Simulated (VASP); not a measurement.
Set up this calculation in VASP 6.6.1, as the native input.

```yaml
Task: single point
Functional: LDA
Potentials_or_basis: VASP PAW LDA potentials, release 64 (Ca_sv, Mg)
Cutoff: 520 eV
k_mesh: 12 × 12 × 12
Occupations: gaussian, width 0.15 eV
Spin: no spin polarisation
Dipole_correction: no
Further_INCAR_settings: ALGO = Fast; EDIFF = 1e-07; NBANDS = 13
```

The structure of CaMg lies in POSCAR:

```
CaMg
1.0
    4.1280566895      0.0000000000      0.0000000000
    0.0000000000      4.1280566895      0.0000000000
    0.0000000000      0.0000000000      3.8616243500
Ca Mg
1 1
Direct
    0.0000000000      0.0000000000      0.5000000000
    0.5000000000      0.5000000000      0.0000000000
```

The cell comes from a database or a generator and needn't be the stable form of this composition.

The cell isn't the ideal one: strain +0.0250 x Voigt [1, 1, 0, 0, 0, 0], atoms carried along.

The input as run:

INCAR

```
PREC = Accurate
ENCUT = 520
EDIFF = 1E-7
ISMEAR = 0
SIGMA = 0.15
LREAL = False
LASPH = True
NELM = 100
ALGO = Fast
ISIF = 2
LWAVE = False
LCHARG = True
GGA = CA
LELF = True
LVHAR = True
NBANDS = 13
```

KPOINTS

```
regular mesh
0
Gamma
  12 12 12
```

Potentials or basis: VASP PAW LDA potentials, release 64 (Ca_sv, Mg).

The run is started by

```bash
$ cat potpaw_LDA.64/Ca_sv/POTCAR potpaw_LDA.64/Mg/POTCAR > POTCAR
$ mpirun -np 1 vasp_std > vasp.out
```

It gave:

- Pressure: -3.2 GPa
- Band gap on the k mesh: none (metal or under the smearing width)

It took 69 s on 1 thread of Intel(R) Xeon(R) 6975P-C (Granite Rapids), with other jobs on the host, peak memory 0.3 GiB.
